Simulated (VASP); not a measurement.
OSZICAR of a VASP run on SnTe (rock salt):

File OSZICAR:
```
       N       E                     dE             d eps       ncg     rms          rms(c)
DAV:   1     0.128523216338E+03    0.12852E+03   -0.95857E+03   812   0.163E+03
DAV:   2     0.802679213895E+01   -0.12050E+03   -0.11879E+03   872   0.363E+02
DAV:   3    -0.220725731829E+01   -0.10234E+02   -0.10199E+02  1040   0.977E+01
DAV:   4    -0.248640042745E+01   -0.27914E+00   -0.27902E+00   902   0.178E+01
DAV:   5    -0.249807148909E+01   -0.11671E-01   -0.11671E-01  1188   0.341E+00    0.391E+00
DAV:   6    -0.241419186810E+01    0.83880E-01   -0.22784E-01   934   0.295E+00    0.245E+00
DAV:   7    -0.241683074685E+01   -0.26389E-02   -0.63503E-02   956   0.121E+00    0.922E-01
DAV:   8    -0.241833875499E+01   -0.15080E-02   -0.70559E-03   866   0.793E-01    0.160E-01
DAV:   9    -0.241845178362E+01   -0.11303E-03   -0.79787E-04   944   0.279E-01    0.423E-02
DAV:  10    -0.241847745123E+01   -0.25668E-04   -0.10390E-04   830   0.760E-02    0.285E-02
DAV:  11    -0.241848464380E+01   -0.71926E-05   -0.23450E-05   900   0.382E-02    0.164E-02
DAV:  12    -0.241848485007E+01   -0.20627E-06   -0.13098E-06  1016   0.131E-02    0.867E-03
DAV:  13    -0.241848461573E+01    0.23434E-06   -0.10733E-07   634   0.242E-03    0.385E-03
DAV:  14    -0.241848454460E+01    0.71131E-07   -0.19388E-07   522   0.438E-03
   1 F= -.24184845E+01 E0= -.24184845E+01  d E =0.000000E+00
```

Task: Which electronic solver shows in the log?

Result: It is blocked Davidson (ALGO = Normal, or the opening steps of other solvers). The INCAR had ALGO = Normal.

Task: Can the final energy be trusted as converged?

Result: The calculation finished and met its thresholds. It stopped with EDIFF = 1E-7, NELM = 100 (optB88-vdW, plane waves, VASP's PBE PAW potentials (set 64)).

The compound is SnTe in the rock salt structure, which distorts at low temperature. It was relaxed first.
